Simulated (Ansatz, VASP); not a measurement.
## One calculation of LaPb3, two programs

File INCAR:

```
SYSTEM = LaPb3
PREC = Accurate
ENCUT = 520
EDIFF = 1E-6
ISMEAR = -1
SIGMA = 0.08
LREAL = .False.
LASPH = .True.
NELM = 100
ALGO = Normal
ISIF = 2
LWAVE = .False.
LCHARG = .False.
NBANDS = 34
```

File KPOINTS:

```
regular mesh
0
Gamma
  7 7 7
  0 0 0
```

Contents of POSCAR:

```
LaPb3
1.0
    4.9483163100      0.0000000000      0.0000000000
    0.0000000000      4.9483163100      0.0000000000
    0.0000000000      0.0000000000      4.9483163100
La Pb
1 3
Direct
    0.0000000000      0.0000000000      0.0000000000
    0.0000000000      0.5000000000      0.5000000000
    0.5000000000      0.5000000000      0.0000000000
    0.5000000000      0.0000000000      0.5000000000
```

Input for Ansatz:

```yaml
crystal:
  lattice:
    - [4.94831631, 0.0, 0.0]
    - [0.0, 4.94831631, 0.0]
    - [0.0, 0.0, 4.94831631]
  atoms:
    - { symbol: La, position: [0.0, 0.0, 0.0] }
    - { symbol: Pb, position: [0.0, 0.5, 0.5] }
    - { symbol: Pb, position: [0.5, 0.5, 0.0] }
    - { symbol: Pb, position: [0.5, 0.0, 0.5] }
kpoints:
  mp_grid: { grid: [7, 7, 7] }
  band_path:
    path:
      - [0.0, 0.0, 0.0]
      - [0.0, 0.5, 0.0]
      - [0.5, 0.5, 0.0]
      - [0.0, 0.0, 0.0]
      - [0.5, 0.5, 0.5]
      - [0.0, 0.5, 0.0]
      - [0.5, 0.5, 0.5]
      - [0.5, 0.5, 0.0]
    npoints: 14
scf:
  occupations: { method: fermi_dirac, width: 0.08 }
hamiltonian:
  xc: lda
  pseudopotentials: { kind: all_electron, lapw: { basis_error: 0.001 } }
output:
  forces: true
  stress: true
  eigenvalues: true
  populations: true
  dos: { projected: true, de: 0.2, e_range: [-14, 8] }
```

The cell comes from a database or a generator and needn't be the stable form of this composition.

Alike in both runs: task single point; functional LDA; k mesh 7 × 7 × 7; occupations fermi-dirac, width 0.08 eV; no spin polarisation.

|  | VASP | Ansatz |
| --- | --- | --- |
| version | VASP 6.6.1 | Ansatz 0.2.0 |
| potentials or method | VASP PAW LDA potentials, release 64 (La, Pb_d) | all-electron LAPW, scalar-relativistic |
| plane-wave cutoff (eV) | 520 | see its input |

|  | VASP | Ansatz | Ansatz less VASP |
| --- | --- | --- | --- |
| pressure (GPa) | -3.7 | -3.7 | -0.01 |

Ansatz ran all-electron here, so the differences hold the error of VASP's frozen core and of both bases.

The runs have no spin-orbit coupling, so splittings on La, Pb are missing.
